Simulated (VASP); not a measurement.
Here is the system:

```yaml
crystal:
  lattice:
    - [3.87702, 0.00000, 0.00000]
    - [-1.93851, 3.35759, 0.00000]
    - [0.00000, 0.00000, 17.17063]
  atoms:
    - { symbol: Ti, position: [0.00000, 0.00000, 0.50000] }
    - { symbol: Te, position: [0.33333, 0.66667, 0.59233] }
    - { symbol: Te, position: [0.66667, 0.33333, 0.40767] }
```

These are PBE GGA, VASP's PBE PAW potentials (set 64) (plane waves; VASP) values and carry that method's errors. Run with 300 eV cut-off, 5×5×1 Γ-centred mesh, Gaussian smearing of 0.10 eV, potentials Ti_sv Te.

The cell holds a wide vacuum, so values per volume refer to the whole cell.

Give the energies of bands 7 to 15 at the high-symmetry points, in eV from the Fermi level.

| band | Γ | M | K |
|---|---|---|---|
| 7 | -4.04 | -4.77 | -3.89 |
| 8 | -2.07 | -3.82 | -3.70 |
| 9 | -2.07 | -2.20 | -3.70 |
| 10 | -0.91 | -2.06 | -2.48 |
| 11 | 0.20 | -1.62 | -1.83 |
| 12 | 0.20 | -1.13 | -1.83 |
| 13 | 0.69 | 0.00 | 0.62 |
| 14 | 0.71 | 0.87 | 1.10 |
| 15 | 0.71 | 1.11 | 1.10 |

It has no gap at this level: it comes out as a metal or semimetal.

The cell is a sheet with vacuum, built from a generated structure.
